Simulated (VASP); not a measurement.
Calculation: rev-vdW-DF2, VASP's PBE PAW potentials (set 64) (plane waves; VASP).

Input for VASP

**INCAR**
```
SYSTEM = CoAl
PREC = Accurate
ENCUT = 520
EDIFF = 1E-7
NELM = 100
ALGO = Normal
LREAL = .FALSE.
LASPH = .TRUE.
ISMEAR = 1
SIGMA = 0.1
GGA = MK
PARAM1 = 0.1234568
PARAM2 = 0.7114
ZAB_VDW = -1.8867
LUSE_VDW = .TRUE.
AGGAC = 0.0
LMAXMIX = 4
LWAVE = .FALSE.
LCHARG = .FALSE.
ISIF = 2
```

File KPOINTS:
```
Automatic
0
Gamma
13 13 13
```

File POSCAR:
```
CoAl
2.864290
  0.9999999714   0.0000000000   0.0000000000
  0.0000000000   0.9999999714   0.0000000000
  0.0000000000   0.0000000000   0.9999999714
Al Co
1 1
Cartesian
  0.4999999857   0.4999999857   0.4999999857
  0.0000000000   0.0000000000   0.0000000000
```

POTCAR, in this order: Al Co (PBE.64 set). Program: vasp_std.

Problem. What does the run give for the energy per atom (σ→0), pressure, band gap (on the k-mesh)?

Solution. 
| Quantity | Value |
|---|---|
| energy per atom (σ→0) | -4.379 eV/atom |
| band gap (on the k-mesh) | none (metal, semimetal or under 0.01 eV) |
| pressure | -5.15 GPa |

### OSZICAR
```
...
DAV:   7    -0.877597897900E+01    0.42132E+01   -0.31186E+01  1858   0.789E+01    0.176E+00
DAV:   8    -0.877193826575E+01    0.40407E-02   -0.21130E-01  1738   0.404E+00    0.113E+00
DAV:   9    -0.875931414535E+01    0.12624E-01   -0.42158E-02  2028   0.300E+00    0.288E-01
DAV:  10    -0.875888735100E+01    0.42679E-03   -0.13057E-03  2216   0.485E-01    0.110E-01
DAV:  11    -0.875888487971E+01    0.24713E-05   -0.23950E-05  2036   0.490E-02    0.190E-02
DAV:  12    -0.875888322580E+01    0.16539E-05   -0.70245E-06  2334   0.348E-02    0.606E-03
DAV:  13    -0.875888313591E+01    0.89897E-07   -0.28010E-07  1212   0.538E-03
   1 F= -.87588831E+01 E0= -.87589404E+01  d E =0.171836E-03
```

The compound is CoAl in the CsCl type structure. This cell is one point of a volume scan, at 1.03 of the reference volume. The run is not spin-polarised, so no magnetic state was tried.
